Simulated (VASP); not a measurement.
Cd2Ni:

```
Cd Ni
1.0
     4.53352    0.00000    0.00000
    -2.26676    3.92615    0.00000
     0.00000    0.00000    3.20553
Cd Ni
2 1
Direct
  0.33333 0.66667 0.50000
  0.66667 0.33333 0.50000
  0.00000 0.00000 0.00000
```

The cell was built by a generator and needn't be a form met in nature.

- Program: VASP 6.6.1
- Task: relaxation of cell and atoms
- Functional: r2SCAN
- Dispersion: rVV10
- Potentials or basis: VASP PAW PBE potentials, release 64 (Cd, Ni)
- Cutoff: 600 eV
- k mesh: 7 × 7 × 8
- Occupations: methfessel-paxton, width 0.1 eV
- Spin: collinear spin, ferromagnetic start
- Starting moments: [0.0, 0.0, 1.0] μB

At the start: pressure -5.8 GPa; volume 19.02 Å³/atom.

How do energy, volume and symmetry change on relaxing?

Over 8 steps the energy falls by 156.9 meV/atom and the volume is 16.90 Å³/atom (-11.1 %); space group P6/mmm (No. 191, to 0.05 Å); moment 0.00 μB per cell.

Step by step:
| step | energy change (eV) | largest force (eV/Å) | pressure (GPa) | volume (Å³) |
| --- | --- | --- | --- | --- |
| 1 | 0.0000 | 0.0000 | -5.77 | 57.06 |
| 2 | -0.4036 | 0.0000 | -0.56 | 51.44 |
| 3 | -0.4467 | 0.0000 | 2.56 | 49.66 |
| 4 | -0.4473 | 0.0000 | 3.24 | 49.36 |
| 5 | -0.4592 | 0.0000 | -0.78 | 51.07 |
| 6 | -0.4697 | 0.0000 | 0.68 | 50.36 |
| 7 | -0.4707 | 0.0000 | -0.17 | 50.82 |
| 8 | -0.4708 | 0.0000 | -0.02 | 50.71 |

Final structure:
```cif
data_structure
_symmetry_space_group_name_H-M 'P 1'
_symmetry_Int_Tables_number 1
_cell_length_a 4.5796
_cell_length_b 4.5796
_cell_length_c 2.7919
_cell_angle_alpha 90.000
_cell_angle_beta 90.000
_cell_angle_gamma 120.000
_cell_volume 50.71
loop_
_atom_site_label
_atom_site_type_symbol
_atom_site_fract_x
_atom_site_fract_y
_atom_site_fract_z
_atom_site_occupancy
Cd1 Cd 0.33333 0.66667 0.50000 1
Cd2 Cd 0.66667 0.33333 0.50000 1
Ni1 Ni 0.00000 0.00000 0.00000 1
```

Caveat: the PAW data sets were made with another functional, which shifts forces and pressure a little.
